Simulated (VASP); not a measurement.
Calculation: PBE GGA, VASP's PBE PAW potentials (set 64) (plane waves; VASP).

VASP ran on this input.

**INCAR**
```
ALGO  =  Normal
EDIFF  =  1E-6
EDIFFG  =  -0.01
ENCUT  =  400
GGA  =  PE
IBRION  =  2
ISIF  =  3
ISMEAR  =  0
LASPH  =  .TRUE.
LCHARG  =  .FALSE.
LMAXMIX  =  4
LREAL  =  .FALSE.
LWAVE  =  .FALSE.
NELM  =  100
NSW  =  60
PREC  =  Accurate
SIGMA  =  0.05
SYSTEM  =  KBr
```

File KPOINTS:
```
Regular mesh
0
Gamma
 6 6 6
0 0 0
```

POSCAR:
```
KBr
1
    0.0000000000     3.3506392258     3.3506392258
    3.3506392258     0.0000000000     3.3506392258
    3.3506392258     3.3506392258     0.0000000000
K Br
1 1
Direct
  0.0000000000   0.0000000000   0.0000000000
  0.5000000000   0.5000000000   0.5000000000
```

POTCAR, in this order: K_sv Br (PBE.64 set). Program: vasp_std.

What VASP printed:

File OSZICAR:
```
       N       E                     dE             d eps       ncg     rms          rms(c)
DAV:   1     0.886775643119E+02    0.88678E+02   -0.60097E+03   384   0.945E+02
DAV:   2    -0.108649269072E+01   -0.89764E+02   -0.84501E+02   480   0.238E+02
DAV:   3    -0.624776391520E+01   -0.51613E+01   -0.51391E+01   484   0.545E+01
DAV:   4    -0.640609009230E+01   -0.15833E+00   -0.15822E+00   660   0.855E+00
DAV:   5    -0.640725311239E+01   -0.11630E-02   -0.11630E-02   496   0.771E-01    0.291E+00
DAV:   6    -0.622515209677E+01    0.18210E+00   -0.30043E-01   468   0.277E+00    0.212E+00
DAV:   7    -0.621215488899E+01    0.12997E-01   -0.14064E-01   472   0.212E+00    0.101E+00
DAV:   8    -0.622205200104E+01   -0.98971E-02   -0.15990E-02   524   0.103E+00    0.125E-01
DAV:   9    -0.622276459080E+01   -0.71259E-03   -0.90857E-04   488   0.201E-01    0.828E-02
DAV:  10    -0.622322036494E+01   -0.45577E-03   -0.53779E-04   444   0.164E-01    0.171E-02
DAV:  11    -0.622322640303E+01   -0.60381E-05   -0.22047E-05   544   0.269E-02    0.402E-03
DAV:  12    -0.622323034771E+01   -0.39447E-05   -0.38939E-06   440   0.157E-02    0.452E-03
DAV:  13    -0.622323041494E+01   -0.67223E-07   -0.50573E-07   368   0.425E-03
   1 F= -.62232304E+01 E0= -.62232304E+01  d E =-.622323E+01
```

OUTCAR:
```
------------------------ aborting loop because EDIFF is reached ----------------------------------------
  FORCE on cell =-STRESS in cart. coord.  units (eV):
  Direction    XX          YY          ZZ          XY          YZ          ZX
  --------------------------------------------------------------------------------------
  Total        0.0175698      0.0175698      0.0175698      0.0000000     -0.0000000      0.0000000
  in kB        0.3741664      0.3741664      0.3741664      0.0000000     -0.0000000      0.0000000
  external PRESSURE =       0.3741664 kB  Pullay stress =       0.0000000 kB
  volume of cell :       75.23
      direct lattice vectors                 reciprocal lattice vectors
     0.000000000  3.350639226  3.350639226    -0.149225257  0.149225257  0.149225257
     3.350639226  0.000000000  3.350639226     0.149225257 -0.149225257  0.149225257
     3.350639226  3.350639226  0.000000000     0.149225257  0.149225257 -0.149225257
  FREE ENERGIE OF THE ION-ELECTRON SYSTEM (eV)
  ---------------------------------------------------
  free  energy   TOTEN  =        -6.2232304149 eV

  energy  without entropy=       -6.2232304149  energy(sigma->0) =       -6.22323041

 reached required accuracy - stopping structural energy minimisation
```
(Selected blocks of OUTCAR.)

OUTCAR:
```
 val. band max:       -1.9150987732   @ k =   0.0000   0.0000   0.0000

 cond. band min:       2.3986451765   @ k =   0.0000   0.0000   0.0000


 Fermi energy:        -1.6327626279

 k-point     1 :       0.0000    0.0000    0.0000
  band No.  band energies     occupation
      1     -29.7971      2.00000
      2     -14.1549      2.00000
      3     -13.2703      2.00000
      4     -13.2703      2.00000
      5     -13.2703      2.00000
      6      -1.9151      2.00000
      7      -1.9151      2.00000
      8      -1.9151      2.00000
      9       2.3986      0.00000
     10       5.6755      0.00000
     11       5.6755      0.00000
     12       5.6755      0.00000

 k-point     2 :       0.1667    0.0000    0.0000
  band No.  band energies     occupation
      1     -29.7961      2.00000
      2     -14.2039      2.00000
      3     -13.2715      2.00000
      4     -13.2715      2.00000
      5     -13.2062      2.00000
      6      -2.2524      2.00000
      7      -1.9938      2.00000
      8      -1.9938      2.00000
      9       3.0267      0.00000
     10       5.5262      0.00000
     11       5.9853      0.00000
     12       5.9853      0.00000

 k-point     3 :       0.3333    0.0000    0.0000
  band No.  band energies     occupation
      1     -29.7939      2.00000
      2     -14.2867      2.00000
      3     -13.2740      2.00000
      4     -13.2740      2.00000
      5     -13.0928      2.00000
      6      -2.7835      2.00000
      7      -2.1423      2.00000
      8      -2.1423      2.00000
      9       4.1433      0.00000
     10       5.6967      0.00000
     11       6.8128      0.00000
     12       6.8128      0.00000

 k-point     4 :       0.5000    0.0000    0.0000
  band No.  band energies     occupation
      1     -29.7928      2.00000
      2     -14.3229      2.00000
      3     -13.2752      2.00000
      4     -13.2752      2.00000
      5     -13.0411      2.00000
      6      -3.0064      2.00000
...
```

The compound is KBr in the rock salt structure. It was relaxed first. The start is the result of an earlier pass.
